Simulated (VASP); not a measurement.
Input:

```
CELL_PARAMETERS angstrom
      1.87236     1.08101     8.19192
     -1.87236     1.08101     8.19192
      0.00000    -2.16202     8.19192
ATOMIC_POSITIONS crystal
  Ga 0.95043 0.95043 0.95043
  Ga 0.04924 0.04924 0.04924
  Se 0.23600 0.23600 0.23600
  Se 0.43034 0.43034 0.43034
```

Calculation: PBEsol GGA, VASP's PBE PAW potentials (set 64) (plane waves; VASP 6.6.1). Numerical set-up: 400 eV cut-off, Gaussian smearing of 0.050 eV, potentials Ga_d Se.

Without a dispersion term in the relaxation, distances and binding between the weakly bound layers, chains or molecules are unreliable, and so is what depends on them.

Question: Give the energies of bands 13 to 22 at the high-symmetry points, in eV from the valence-band maximum.

Answer: 
| band | Γ | T | H2 | L | S0 | F |
|---|---|---|---|---|---|---|
| 13 | -7.01 | -6.69 | -7.31 | -7.49 | -7.31 | -7.46 |
| 14 | -3.65 | -4.56 | -6.32 | -6.51 | -6.32 | -6.58 |
| 15 | -1.45 | -1.26 | -4.64 | -3.90 | -4.64 | -3.72 |
| 16 | -1.19 | -1.26 | -4.22 | -2.54 | -4.23 | -2.67 |
| 17 | -1.19 | -1.05 | -2.83 | -2.44 | -2.85 | -2.66 |
| 18 | -1.13 | -1.05 | -2.35 | -2.41 | -2.35 | -2.27 |
| 19 | -1.13 | 0.00 | -2.09 | -1.98 | -2.06 | -1.88 |
| 20 | 1.92 | 1.06 | 1.75 | 1.32 | 1.77 | 1.27 |
| 21 | 2.33 | 2.30 | 2.73 | 1.88 | 2.68 | 1.89 |
| 22 | 4.14 | 4.09 | 3.95 | 3.81 | 4.00 | 3.51 |

The gap is direct, 1.06 eV, from the valence maximum at T to the conduction minimum at T.

The structure comes from a computed database's GaSe entry (R3m); how it stands against other phases isn't given here. It was relaxed first, which changed the volume by -7 %.
